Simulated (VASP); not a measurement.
Al2W3:

```xyz
5
Lattice="4.2300 0.0000 0.0000 -2.1150 3.6633 0.0000 0.0000 0.0000 5.1300" Properties=species:S:1:pos:R:3 pbc="T T T"
Al    0.0000    2.4422    0.7644
Al    2.1150    1.2211    4.3656
W     0.0000    0.0000    0.0000
W     2.1150    1.2211    1.8058
W     0.0000    2.4422    3.3242
```

The cell was built by a generator and needn't be a form met in nature.

- Program: VASP 6.6.1
- Task: relaxation of cell and atoms
- Functional: PBE
- Potentials or basis: VASP PAW PBE potentials, release 64 (Al, W_sv)
- Cutoff: 520 eV
- k mesh: 5 × 5 × 4
- Occupations: gaussian, width 0.15 eV
- Spin: no spin polarisation

At the start: pressure 12.0 GPa; volume 15.90 Å³/atom.

Problem. How do energy, volume and symmetry change on relaxing?

Solution. Over 15 steps the energy falls by 58.5 meV/atom and the volume is 16.82 Å³/atom (+5.8 %); space group P-3m1 (No. 164, to 0.05 Å).

The path:
```tsv
step	energy change (eV)	largest force (eV/Å)	pressure (GPa)	volume (Å³)
1	0.0000	1.4277	11.97	79.49
2	0.2772	0.3269	-15.83	93.96
3	-0.2252	0.6819	-1.47	84.90
4	-0.2255	0.7018	-1.37	84.73
5	-0.2249	0.7311	-0.70	84.39
6	-0.2255	0.7038	-0.84	84.60
7	-0.2601	0.3310	0.29	84.00
8	-0.2644	0.4232	0.69	83.77
9	-0.2648	0.4444	0.94	83.69
10	-0.2794	0.2512	-0.83	84.50
11	-0.2797	0.2245	-1.07	84.61
12	-0.2885	0.0073	0.59	83.78
13	-0.2885	0.0123	0.71	83.80
14	-0.2921	0.0921	-0.16	84.16
15	-0.2923	0.0744	-0.18	84.11
```

Final structure:
```yaml
crystal:
  lattice:
    - [4.30470, 0.00000, 0.00000]
    - [-2.15235, 3.72798, 0.00000]
    - [0.00000, 0.00000, 5.24106]
  atoms:
    - { symbol: Al, position: [0.33333, 0.66667, 0.13650] }
    - { symbol: Al, position: [0.66667, 0.33333, 0.86350] }
    - { symbol: W, position: [0.00000, 0.00000, 0.00000] }
    - { symbol: W, position: [0.66667, 0.33333, 0.37252] }
    - { symbol: W, position: [0.33333, 0.66667, 0.62748] }
```
